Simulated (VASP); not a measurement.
The input files of a VASP run:

INCAR:
```
! general
SYSTEM   =  SnTe
PREC     =  Accurate
ENCUT    =  520
LREAL    =  F
LASPH    =  T

! electronic loop
EDIFF    =  1E-7
NELM     =  100   ! most electronic steps
ALGO     =  Normal
LMAXMIX  =  4   ! l cut-off of mixed one-centre charges

! smearing
ISMEAR   =  0
SIGMA    =  0.05   ! width (eV)

! functional
GGA      =  RP   ! RPBE

! ions
ISIF     =  2   ! forces and stress, cell fixed

! output
LWAVE    =  F
LCHARG   =  F
```

File POSCAR:
```
SnTe
1
    0.0000000000     3.3057289894     3.3057289894
    3.3057289894     0.0000000000     3.3057289894
    3.3057289894     3.3057289894     0.0000000000
Sn Te
1 1
Direct
  0.0000000000   1.0000000000   0.0000000000
  0.5000000000   0.5000000000   0.5000000000
```

KPOINTS:
```
Regular mesh
0
gamma
7 7 7
0 0 0
```

POTCAR, in this order: Sn_d Te (PBE.64 set). Program: vasp_std.

Problem. Translate this RPBE calculation to Quantum ESPRESSO's pw.x.

Solution. One equivalent input (not run):
```
&CONTROL
  calculation = 'scf'
  pseudo_dir = './pseudo'
  outdir = './out'
  tprnfor = .true.
  tstress = .true.
/
&SYSTEM
  ibrav = 0
  nat = 2
  ntyp = 2
  ecutwfc = 82.3
  occupations = 'smearing'
  smearing = 'gaussian'
  degauss = 0.003675
  input_dft = 'rpbe'
/
&ELECTRONS
  conv_thr = 7.3e-09
  electron_maxstep = 100
/
ATOMIC_SPECIES
  Sn 118.710 Sn.upf
  Te 127.600 Te.upf
CELL_PARAMETERS angstrom
     0.0000000    3.3057290    3.3057290
     3.3057290    0.0000000    3.3057290
     3.3057290    3.3057290    0.0000000
ATOMIC_POSITIONS crystal
  Sn   0.0000000  1.0000000  0.0000000
  Te   0.5000000  0.5000000  0.5000000
K_POINTS automatic
  7 7 7 0 0 0
```
Limits of the translation: the potentials are each code's own (VASP's PAW set, PseudoDojo norm-conserving files in pw.x), so ENCUT and ecutwfc are chosen apart and not converted; conv_thr bounds pw.x's estimated SCF error, while EDIFF bounds the energy change between steps.

The compound is SnTe in the rock salt structure, which distorts at low temperature. This cell is one point of a volume scan, at 1.06 of the reference volume.
